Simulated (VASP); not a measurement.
# Zn (Zinc): how cutoff and mesh change the relaxed cell

How far does the relaxed cell of Zn (Zinc) depend on cutoff and k mesh? The starting structure is a measured crystal structure from the Crystallography Open Database. The first relaxation on each setting starts from this cell expanded by 3 % in volume.

Main program and level: VASP 6.6.1; Kohn-Sham DFT with plane waves and PAW; PBEsol.

The database entry behind the starting cell differs from later determinations by our own check (about 0.3 % long), so it need not match the best structure at ambient conditions.

## (1) Starting point

Symmetry: P6_3/mmc, No. 194, hexagonal system. The conventional cell has a = 2.670 Å, b = 2.670 Å, c = 4.966 Å, α = 90.00°, β = 90.00°, γ = 120.00°. Zn has 12 Zn at 2.67 to 2.92 Å nearest.

Structure file:

```xyz
2
Lattice="2.6700 0.0000 0.0000 -1.3350 2.3123 0.0000 0.0000 0.0000 4.9660" Properties=species:S:1:pos:R:3 pbc="T T T"
Zn    1.3350    0.7708    3.7245
Zn    0.0000    1.5415    1.2415
```

## (2) Reference relaxation

This run starts from the cell of an earlier relaxation, which isn't shown; the restart sets up the plane waves anew.

Input file INCAR:

```
SYSTEM = Zn
PREC = Accurate
ENCUT = 450
EDIFF = 1E-06
NELM = 100
ISMEAR = 1
SIGMA = 0.15
LREAL = .FALSE.
ALGO = Normal
GGA = PS
NBANDS = 18
LORBIT = 11
LWAVE = .FALSE.
LCHARG = .FALSE.
KPAR = 2
IBRION = 2
NSW = 50
ISIF = 3
EDIFFG = -0.004
```

Input file POSCAR:

```
Zn
1.0
    2.5996997819      0.0000000000      0.0000000000
   -1.2998498910      2.2514060533      0.0000000000
    0.0000000000      0.0000000000      4.8889923593
Zn
2
Direct
    0.6666666667      0.3333333333      0.7500000000
    0.3333333333      0.6666666667      0.2500000000
```

Input file KPOINTS:

```
Automatic mesh
0
Gamma
20 20 10
0 0 0
```

Potentials, in the order of the species: Zn (PBE family, release 64).

On the command line:

```sh
> mpirun -np 2 vasp_std
```

What it wrote:

```text
[banner, memory and clock lines left out]
running    2 mpi-ranks, on    1 nodes
 distrk:  each k-point on    1 cores,    2 groups
 distr:  one band on    1 cores,    1 groups

 POSCAR found type information on POSCAR Zn
 POSCAR found :  1 types and       2 ions
|                                                                             |
|               ----> ADVICE to this user running VASP <----                  |
|                                                                             |
|     You enforced a specific xc type in the INCAR file but a different       |
|     [... a line on the potential file left out ...]
|     I HOPE YOU KNOW WHAT YOU ARE DOING!                                     |
|                                                                             |

 LDA part: xc-table for (Slater+PW92), standard interpolation
 POSCAR, INCAR and KPOINTS ok, starting setup
 FFT: planning ... GRIDC
 FFT: planning ... GRID_SOFT
 FFT: planning ... GRID
 WAVECAR not read
 entering main loop
       N       E                     dE             d eps       ncg     rms          rms(c)
DAV:   1     0.100373526275E+03    0.10037E+03   -0.11474E+04  9904   0.196E+03
DAV:   2     0.349873476119E+00   -0.10002E+03   -0.97164E+02  9538   0.281E+02
DAV:   3    -0.347536290305E+01   -0.38252E+01   -0.38123E+01 10748   0.640E+01
DAV:   4    -0.349406905373E+01   -0.18706E-01   -0.18702E-01 10512   0.455E+00
DAV:   5    -0.349409241712E+01   -0.23363E-04   -0.23363E-04 10278   0.142E-01    0.475E+00
DAV:   6    -0.318579207938E+01    0.30830E+00   -0.13082E+00 10230   0.251E+01    0.335E+00
DAV:   7    -0.317030745201E+01    0.15485E-01   -0.46818E-02 12204   0.386E+00    0.174E+00
DAV:   8    -0.316272667134E+01    0.75808E-02   -0.21748E-03 12730   0.705E-01    0.568E-02
DAV:   9    -0.316268296380E+01    0.43708E-04   -0.25941E-04 12900   0.226E-01    0.325E-02
DAV:  10    -0.316268729779E+01   -0.43340E-05   -0.22211E-05  9818   0.429E-02    0.284E-03
DAV:  11    -0.316268713376E+01    0.16403E-06   -0.54960E-07  5562   0.119E-02
   1 F= -.31626871E+01 E0= -.31627140E+01  d E =-.316269E+01
[... from here on, the cycles between the ionic steps are left out ...]
   2 F= -.31627077E+01 E0= -.31627238E+01  d E =-.205631E-04
   3 F= -.31626947E+01 E0= -.31626941E+01  d E =-.755666E-05
   4 F= -.31627089E+01 E0= -.31627184E+01  d E =-.217753E-04
   5 F= -.31627094E+01 E0= -.31627220E+01  d E =-.223060E-04
   6 F= -.31627245E+01 E0= -.31627160E+01  d E =-.150939E-04
   7 F= -.31627274E+01 E0= -.31627150E+01  d E =-.179957E-04
   8 F= -.31627334E+01 E0= -.31627134E+01  d E =-.239811E-04
   9 F= -.31627462E+01 E0= -.31627118E+01  d E =-.367480E-04
  10 F= -.31627755E+01 E0= -.31627150E+01  d E =-.660530E-04
  11 F= -.31628547E+01 E0= -.31627580E+01  d E =-.145307E-03
  12 F= -.31631677E+01 E0= -.31630835E+01  d E =-.458295E-03
  13 F= -.31638307E+01 E0= -.31637953E+01  d E =-.112121E-02
  14 F= -.31658621E+01 E0= -.31659359E+01  d E =-.315265E-02
  15 F= -.31596644E+01 E0= -.31596107E+01  d E =0.304503E-02
  16 F= -.31664878E+01 E0= -.31665928E+01  d E =-.377832E-02
  17 F= -.31663641E+01 E0= -.31663666E+01  d E =-.365462E-02
  18 F= -.31665375E+01 E0= -.31666053E+01  d E =-.382811E-02
  19 F= -.31665402E+01 E0= -.31666220E+01  d E =-.383074E-02
  20 F= -.31668910E+01 E0= -.31669669E+01  d E =-.350810E-03
  21 F= -.31675399E+01 E0= -.31675964E+01  d E =-.999683E-03
  22 F= -.31676399E+01 E0= -.31676861E+01  d E =-.109968E-02
  23 F= -.31676429E+01 E0= -.31676853E+01  d E =-.110273E-02
  24 F= -.31676440E+01 E0= -.31676873E+01  d E =-.110381E-02
  25 F= -.31676501E+01 E0= -.31676901E+01  d E =-.614633E-05
  26 F= -.31676650E+01 E0= -.31676948E+01  d E =-.209981E-04
  27 F= -.31676697E+01 E0= -.31676949E+01  d E =-.257180E-04
  28 F= -.31676759E+01 E0= -.31676917E+01  d E =-.318766E-04
  29 F= -.31676752E+01 E0= -.31676850E+01  d E =0.653734E-06
 trial-energy change:    0.000001  1 .order   -0.000001   -0.000008    0.000006
 step:   0.2714(harm=  0.2714)  dis= 0.00000  next Energy=    -3.167678 (dE=-0.220E-05)
 bond charge predicted
       N       E                     dE             d eps       ncg     rms          rms(c)
DAV:   1    -0.316768961192E+01   -0.14604E-04   -0.18016E-04 10348   0.200E-01    0.257E-02
DAV:   2    -0.316767939702E+01    0.10215E-04   -0.33859E-05 10504   0.122E-01    0.108E-02
DAV:   3    -0.316767726123E+01    0.21358E-05   -0.99351E-07  5288   0.179E-02    0.561E-03
DAV:   4    -0.316767619253E+01    0.10687E-05   -0.66096E-07  6836   0.126E-02    0.589E-04
DAV:   5    -0.316767618798E+01    0.45475E-08   -0.26753E-07  4756   0.637E-03
  30 F= -.31676762E+01 E0= -.31676886E+01  d E =-.321714E-06
 curvature:  -0.26 expect dE=-0.505E-06 dE for cont linesearch -0.606E-08
 trial: gam= 0.37746 g(F)=  0.825E-49 g(S)=  0.198E-05 ort =-0.852E-06 (trialstep = 0.435E+00)
 search vector abs. value=  0.569E-05
 reached required accuracy - stopping structural energy minimisation
```

The job ended after 10 min (2 MPI ranks of AMD EPYC 7R43, shared host; peak memory 0.35 GiB; 20 min of CPU time).

The logs omit lines about the potential files and the build; timing stands in the text.

OUTCAR, selected parts (step 2):

```text
ion  position               nearest neighbor table
   1  0.667  0.333  0.750-   2 2.87   2 2.87   2 2.87   2 2.87   2 2.87   2 2.87
   2  0.333  0.667  0.250-   1 2.87   1 2.87   1 2.87   1 2.87   1 2.87   1 2.87

  LATTYP: Found a hexagonal cell.
 ALAT       =     2.5996997819
 C/A-ratio  =     1.8805988266

 Subroutine GETGRP returns: Found 24 space group operations
 (whereof 12 operations were pure point group operations)

The static configuration has the point symmetry D_3d.
 The point group associated with its full space group is D_6h.

 Found    264 irreducible k-points:

   k-points           NKPTS =    264   k-points in BZ     NKDIM =    264   number of bands    NBANDS=     18

   dimension x,y,z NGX =    18 NGY =   18 NGZ =   36
   dimension x,y,z NGXF=    36 NGYF=   36 NGZF=   72

   ENCUT  =  450.0 eV  33.07 Ry    5.75 a.u.   4.50  4.50  8.46*2*pi/ulx,y,z

   NELECT =      24.0000    total number of electrons

 k-points in reciprocal lattice and weights: Automatic mesh
   0.00000000  0.00000000  0.00000000       0.000
   0.05000000  0.00000000  0.00000000       0.002
   0.10000000  0.00000000  0.00000000       0.002
   0.15000000  0.00000000  0.00000000       0.002
   0.20000000  0.00000000  0.00000000       0.002
   0.25000000  0.00000000  0.00000000       0.002
   0.30000000  0.00000000  0.00000000       0.002
   0.35000000  0.00000000  0.00000000       0.002
   0.40000000  0.00000000  0.00000000       0.002
[...]
0.30000000  0.30000000  0.50000000       0.002
   0.35000000  0.30000000  0.50000000       0.002

 average (electrostatic) potential at core
       1 -36.3262       2 -36.3262

 E-fermi :   3.5494

 k-point     1 :       0.0000    0.0000    0.0000
  band No.  band energies     occupation
    ...
      9      -3.9531      2.00000
     10      -3.6491      2.00000
     11      -3.6491      2.00000
     12      -0.2804      2.00000
     13       1.1594      2.00000
     14      19.6666      0.00000
     15      20.9419      0.00000
     16      20.9420      0.00000
     17      22.3692      0.00000
     18      22.7098      0.00000

 k-point     2 :       0.0500    0.0000    0.0000
  band No.  band energies     occupation
    ...
      9      -3.9617      2.00000
     10      -3.7009      2.00000
     11      -3.6470      2.00000
     12      -0.1492      2.00000
     13       1.1977      2.00000
     14      19.4393      0.00000
     15      19.7481      0.00000
     16      20.1456      0.00000
     17      21.5209      0.00000
     18      23.3808      0.00000

 k-point     3 :       0.1000    0.0000    0.0000
  band No.  band energies     occupation
    ...
      9      -3.9855      2.00000
     10      -3.8226      2.00000
     11      -3.6420      2.00000
     12       0.2199      2.00000
     13       1.3165      2.00000
     14      17.0426      0.00000
     15      18.9210      0.00000
     16      19.9784      0.00000
     17      20.8081      0.00000
     18      22.8482      0.00000

  Total       -0.0031189     -0.0031189     -0.0079134      0.0000000      0.0000000      0.0000000
  in kB       -0.1778794     -0.1778794     -0.4513249      0.0000000      0.0000000      0.0000000
  external PRESSURE =      -0.2690279 kB  Pullay stress =       0.0000000 kB

  energy-cutoff  :      450.00
  volume of cell :       28.09
      direct lattice vectors                 reciprocal lattice vectors
     2.637623690 -0.000000000 -0.000000000     0.379129140  0.218890311  0.000000000
    -1.318811845  2.284249121  0.000000000     0.000000000  0.437780622  0.000000000
    -0.000000000 -0.000000000  4.662612350     0.000000000  0.000000000  0.214472044

 POSITION                                       TOTAL-FORCE (eV/Angst)
 -----------------------------------------------------------------------------------
      1.31881      0.76142      3.49696        -0.000000      0.000000     -0.000000
     -0.00000      1.52283      1.16565         0.000000     -0.000000      0.000000
 -----------------------------------------------------------------------------------
    total drift:                                0.000000     -0.000000      0.000000

  FREE ENERGIE OF THE ION-ELECTRON SYSTEM (eV)
  ---------------------------------------------------
  free  energy   TOTEN  =        -3.1676761880 eV

  energy  without entropy=       -3.1677133926  energy(sigma->0) =       -3.16768859

 reached required accuracy - stopping structural energy minimisation

 total charge
# of ion       s       p       d       tot
------------------------------------------
    1        0.596   0.502   9.725  10.823
    2        0.596   0.502   9.725  10.823
--------------------------------------------------
tot          1.192   1.004  19.450  21.646

[... 3 further parts left out ...]
```

CONTCAR:

```
Zn
   1.00000000000000
     2.6376236902226387   -0.0000000000008507   -0.0000000000000002
    -1.3188118451627850    2.2842491213169440    0.0000000000000000
    -0.0000000000000000   -0.0000000000000006    4.6626123504316830
  Zn
     2
Direct
     0.6666666667000030    0.3333333332999970    0.7500000000000000
     0.3333333332999970    0.6666666667000030    0.2500000000000000
```

Logs of long relaxations may skip ionic steps without a mark.

The PAW data sets were made with PBE, which is usual practice but a small mismatch for other functionals. The run keeps the 24 symmetry operations of its start, so it cannot find a distortion of lower symmetry.

The reference relaxation ends at 14.046 Å³ an atom.

## (3) Relaxation with a cutoff of 280 eV

Against step 2 the input has ENCUT = 280. This run starts from the cell of an earlier relaxation, which isn't shown; the restart sets up the plane waves anew.

Changes to INCAR since step 2:

```diff
@@ -2,3 +2,3 @@
 PREC = Accurate
-ENCUT = 450
+ENCUT = 280
 EDIFF = 1E-06
```

Input file POSCAR:

```
Zn
1.0
    2.5984197557      0.0000000000      0.0000000000
   -1.2992098779      2.2502975181      0.0000000000
    0.0000000000      0.0000000000      4.8877750061
Zn
2
Direct
    0.6666666667      0.3333333333      0.7500000000
    0.3333333333      0.6666666667      0.2500000000
```

KPOINTS is that of step 2.

On the command line:

```sh
> mpirun -np 2 vasp_std
```

What it wrote:

```text
[banner, memory and clock lines left out]
running    2 mpi-ranks, on    1 nodes
[...]
[... a notice as in an earlier step ...]

 LDA part: xc-table for (Slater+PW92), standard interpolation
 POSCAR, INCAR and KPOINTS ok, starting setup
[...]
entering main loop
       N       E                     dE             d eps       ncg     rms          rms(c)
DAV:   1     0.776444970234E+02    0.77644E+02   -0.86674E+03  9992   0.138E+03
DAV:   2    -0.991953720633E+00   -0.78636E+02   -0.76612E+02  9594   0.227E+02
DAV:   3    -0.347390700140E+01   -0.24820E+01   -0.24756E+01 10830   0.472E+01
DAV:   4    -0.348209521904E+01   -0.81882E-02   -0.81873E-02 10296   0.275E+00
[...]
DAV:   9    -0.315559547240E+01    0.33887E-04   -0.21685E-04 12256   0.176E-01    0.314E-02
DAV:  10    -0.315559850450E+01   -0.30321E-05   -0.15794E-05  9864   0.326E-02    0.217E-03
DAV:  11    -0.315559835995E+01    0.14455E-06   -0.33833E-07  5410   0.811E-03
   1 F= -.31555984E+01 E0= -.31556273E+01  d E =-.315560E+01
[... from here on, the cycles between the ionic steps are left out ...]
   2 F= -.31565260E+01 E0= -.31565322E+01  d E =-.927602E-03
   3 F= -.31568297E+01 E0= -.31568437E+01  d E =-.123130E-02
   4 F= -.31568293E+01 E0= -.31568430E+01  d E =-.123091E-02
   5 F= -.31568878E+01 E0= -.31568682E+01  d E =-.584971E-04
   6 F= -.31570651E+01 E0= -.31569678E+01  d E =-.235811E-03
   7 F= -.31576049E+01 E0= -.31575460E+01  d E =-.775627E-03
   8 F= -.31585365E+01 E0= -.31584689E+01  d E =-.170720E-02
   9 F= -.31586500E+01 E0= -.31585979E+01  d E =-.182077E-02
  10 F= -.31592592E+01 E0= -.31592861E+01  d E =-.242990E-02
  11 F= -.31598001E+01 E0= -.31599023E+01  d E =-.297082E-02
  12 F= -.31598050E+01 E0= -.31599151E+01  d E =-.297571E-02
  13 F= -.31582045E+01 E0= -.31583201E+01  d E =0.160050E-02
  14 F= -.31597972E+01 E0= -.31599080E+01  d E =0.777687E-05
  15 F= -.31598046E+01 E0= -.31599152E+01  d E =0.337383E-06
  16 F= -.31598062E+01 E0= -.31599164E+01  d E =-.117229E-05
[...]
reached required accuracy - stopping structural energy minimisation
```

Elapsed: 5.7 min, on 2 MPI ranks; peak memory 0.23 GiB.

From OUTCAR (step 3):

```text
  Total        0.0070898      0.0070898     -0.0022178     -0.0000000      0.0000000     -0.0000000
  in kB        0.4080029      0.4080029     -0.1276298     -0.0000000      0.0000000     -0.0000000
  external PRESSURE =       0.2294586 kB  Pullay stress =       0.0000000 kB

 POSITION                                       TOTAL-FORCE (eV/Angst)
 -----------------------------------------------------------------------------------
      1.31076      0.75677      3.50840        -0.000000      0.000000      0.000000
     -0.00000      1.51353      1.16947         0.000000     -0.000000      0.000000
 -----------------------------------------------------------------------------------
    total drift:                               -0.000000      0.000000      0.000000

  FREE ENERGIE OF THE ION-ELECTRON SYSTEM (eV)
  ---------------------------------------------------
  free  energy   TOTEN  =        -3.1598061561 eV

  energy  without entropy=       -3.1601368851  energy(sigma->0) =       -3.15991640

[... 2 parts as in an earlier step ...]

[... 2 further parts left out ...]
[key lines of the parts left out:]
E-fermi :   3.5874
```

With a cutoff of 280 eV the cell ends at 13.920 Å³ an atom, -0.89 % from the reference, a by -0.6 % and c by +0.3 %, and since the restart alone still moved it by -2.6 % it may not have settled.

## (4) Relaxation with an 11×11×5 mesh

Against step 2 the input has an 11×11×5 mesh. This run starts from the cell of an earlier relaxation, which isn't shown; the restart sets up the plane waves anew.

Changes to INCAR since step 3:

```diff
@@ -2,3 +2,3 @@
 PREC = Accurate
-ENCUT = 280
+ENCUT = 450
 EDIFF = 1E-06
```

Input file POSCAR:

```
Zn
1.0
    2.6961626114      0.0000000000      0.0000000000
   -1.3480813057      2.3349453142      0.0000000000
    0.0000000000      0.0000000000      4.4628915182
Zn
2
Direct
    0.6666666667      0.3333333333      0.7500000000
    0.3333333333      0.6666666667      0.2500000000
```

Input file KPOINTS:

```
Automatic mesh
0
Gamma
11 11 5
0 0 0
```

On the command line:

```sh
> mpirun -np 2 vasp_std
```

What it wrote:

```text
[... set-up lines as in an earlier step ...]
 entering main loop
       N       E                     dE             d eps       ncg     rms          rms(c)
DAV:   1     0.971990619489E+02    0.97199E+02   -0.11352E+04  1816   0.197E+03
DAV:   2     0.180320807409E+00   -0.97019E+02   -0.94281E+02  1728   0.278E+02
DAV:   3    -0.350003450288E+01   -0.36804E+01   -0.36648E+01  1946   0.633E+01
DAV:   4    -0.351659079188E+01   -0.16556E-01   -0.16553E-01  1960   0.426E+00
[...]
DAV:   9    -0.318486228001E+01    0.47359E-04   -0.19394E-04  2458   0.196E-01    0.317E-02
DAV:  10    -0.318486668457E+01   -0.44046E-05   -0.20552E-05  1816   0.387E-02    0.346E-03
DAV:  11    -0.318486652686E+01    0.15771E-06   -0.52926E-07  1000   0.120E-02
   1 F= -.31848665E+01 E0= -.31847952E+01  d E =-.318487E+01
[...]
N       E                     dE             d eps       ncg     rms          rms(c)
DAV:   1    -0.318603542788E+01   -0.11687E-02   -0.11009E-02  1856   0.203E+00    0.240E-01
DAV:   2    -0.318503179798E+01    0.10036E-02   -0.33530E-03  1838   0.130E+00    0.776E-02
DAV:   3    -0.318493829558E+01    0.93502E-04   -0.57660E-05  2066   0.120E-01    0.428E-02
DAV:   4    -0.318489537981E+01    0.42916E-04   -0.66072E-06  2300   0.491E-02    0.183E-03
DAV:   5    -0.318489531201E+01    0.67803E-07   -0.12839E-06  1216   0.106E-02
   2 F= -.31848953E+01 E0= -.31848220E+01  d E =-.287851E-04
 trial-energy change:   -0.000029  1 .order   -0.000027   -0.000044   -0.000009
 step:   1.2618(harm=  1.2618)  dis= 0.00000  next Energy=    -3.184895 (dE=-0.280E-04)
 reached required accuracy - stopping structural energy minimisation
```

It took 22 s on 2 MPI ranks; peak memory 0.22 GiB.

From OUTCAR (step 4):

```text
  Total       -0.0065205     -0.0065205     -0.0031945      0.0000000     -0.0000000      0.0000000
  in kB       -0.3724947     -0.3724947     -0.1824939      0.0000000     -0.0000000      0.0000000
  external PRESSURE =      -0.3091611 kB  Pullay stress =       0.0000000 kB

 POSITION                                       TOTAL-FORCE (eV/Angst)
 -----------------------------------------------------------------------------------
      1.34736      0.77790      3.34479        -0.000000      0.000000     -0.000000
     -0.00000      1.55580      1.11493         0.000000     -0.000000      0.000000
 -----------------------------------------------------------------------------------
    total drift:                               -0.000000      0.000000      0.000000

  FREE ENERGIE OF THE ION-ELECTRON SYSTEM (eV)
  ---------------------------------------------------
  free  energy   TOTEN  =        -3.1848953120 eV

  energy  without entropy=       -3.1846753152  energy(sigma->0) =       -3.18482198

[... 1 part as in an earlier step ...]

[... 3 further parts left out ...]
[key lines of the parts left out:]
E-fermi :   3.8108
```

With an 11×11×5 mesh the cell ends at 14.023 Å³ an atom, -0.17 % from the reference, a by +2.2 % and c by -4.4 %.

(Continued in part 2 of 2.)

[Lines on the potential files, build, host, timing and source positions are cut from VASP's logs without a mark.]

[Logs are printed without paths, hosts, clocks, repeated set-up lines and the standing remarks that a program may print on its own settings, such as how far it seeks lower states.]

[Hosts, paths, dates, database ids (printed as entryN), source tags and the programs' standing remarks are cut or masked in the printed files.]
